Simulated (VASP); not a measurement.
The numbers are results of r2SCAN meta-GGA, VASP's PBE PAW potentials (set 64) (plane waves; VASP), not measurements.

VASP ran on this input.

POSCAR:
```
Nd
1
   -2.0762299074     2.0762299074     2.0762299074
    2.0762299074    -2.0762299074     2.0762299074
    2.0762299074     2.0762299074    -2.0762299074
Nd
1
Direct
  0.0000000000   0.0000000000   0.0000000000
```

INCAR:
```
ISIF=2   ! forces and stress, cell fixed
LCHARG=.False.
ALGO=Normal   ! blocked Davidson
NEDOS=601
LASPH=.True.
LREAL=.False.   ! projection in real space or not
EDIFF=1E-7   ! SCF stop (eV)
SYSTEM=Nd
LMIXTAU=.True.
LORBIT=11   ! lm-projected
NELM=100
ENCUT=400
LWAVE=.False.
LMAXMIX=6   ! l cut-off of mixed one-centre charges
ISMEAR=-5   ! tetrahedra, Bloechl
METAGGA=R2SCAN
PREC=Accurate
```

### KPOINTS_OPT
```
k-points along high-symmetry lines
10
Line-mode
Reciprocal
  0.000000   0.000000   0.000000 ! GAMMA
  0.500000  -0.500000   0.500000 ! H

  0.500000  -0.500000   0.500000 ! H
  0.000000   0.000000   0.500000 ! N

  0.000000   0.000000   0.500000 ! N
  0.000000   0.000000   0.000000 ! GAMMA

  0.000000   0.000000   0.000000 ! GAMMA
  0.250000   0.250000   0.250000 ! P

  0.250000   0.250000   0.250000 ! P
  0.500000  -0.500000   0.500000 ! H

  0.250000   0.250000   0.250000 ! P
  0.000000   0.000000   0.500000 ! N
```

File KPOINTS:
```
K-points
0
gamma
14 14 14
```

POTCAR, in this order: Nd_3 (PBE.64 set). Program: vasp_std.

The 4f electrons are frozen in the core of the lanthanide potential, so 4f levels, which can set the real gap, and their magnetism are missing. For a metal the tetrahedron method with Blöchl corrections gives inexact stress and forces.

Task: Estimate the energy per atom (σ→0), band gap (over mesh and band path).

Result: 
```
Property                                                              Result
----------------------------------  ----------------------------------------
energy per atom (σ→0)                                        -29.289 eV/atom
band gap (over mesh and band path)  none (metal, semimetal or under 0.01 eV)
```

**OSZICAR**
```
...
DAV:  18    -0.292894738213E+02   -0.50883E-05   -0.23264E-06  2197   0.149E-02    0.619E-04
DAV:  19    -0.292894714262E+02    0.23951E-05   -0.55854E-07  2041   0.769E-03    0.602E-04
DAV:  20    -0.292894705294E+02    0.89684E-06   -0.31708E-08  1001   0.174E-03    0.370E-04
DAV:  21    -0.292894709681E+02   -0.43873E-06   -0.67043E-09   987   0.960E-04    0.987E-05
DAV:  22    -0.292894708367E+02    0.13140E-06   -0.13769E-09   977   0.433E-04    0.396E-05
DAV:  23    -0.292894708646E+02   -0.27911E-07   -0.44402E-10   974   0.194E-04
   1 F= -.29289471E+02 E0= -.29289471E+02  d E =0.000000E+00
       N       E                     dE             ncg
```

The structure was generated: Nd was put into the bcc type (Im-3m), which need not be its known phase. It was relaxed first.
